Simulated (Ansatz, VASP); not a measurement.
**Na2BrCl in VASP and in Ansatz**

```
Na Br Cl
1.0
     1.98886    1.14827    6.56333
    -1.98886    1.14827    6.56333
     0.00000   -2.29654    6.56333
Na Br Cl
2 1 1
Direct
  0.25451 0.25451 0.25451
  0.74549 0.74549 0.74549
  0.50000 0.50000 0.50000
  0.00000 0.00000 0.00000
```

Change from the starting cell: strain +0.0100 x Voigt [0, 0, 1, 0, 0, 0], atoms carried along.

Alike in both runs: task single point; functional LDA; k mesh 9 × 9 × 9; occupations gaussian, width 0.05 eV; no spin polarisation.

```csv
,VASP,Ansatz
version,VASP 6.6.1,Ansatz 0.2.0
potentials or method,"VASP PAW LDA potentials, release 64 (Na_pv, Br, Cl)","scalar-relativistic, plane waves, PAW"
plane-wave cutoff (eV),520,420
valence electrons in the cell,28,32
```

```tsv
	VASP	Ansatz	Ansatz less VASP
gap on the k mesh at the Fermi level (eV)	4.11	4.10	-0.009
least direct gap on the mesh (eV)	4.11	4.10	-0.009
pressure (GPa)	-0.3	-0.3	-0.02
largest component of the traceless stress (GPa)	0.15	0.15	0.000
```

The two sets of potentials don't hold the same shells in valence.

Caveats: an odd mesh through Γ misses points on the zone boundary, where band edges often lie.
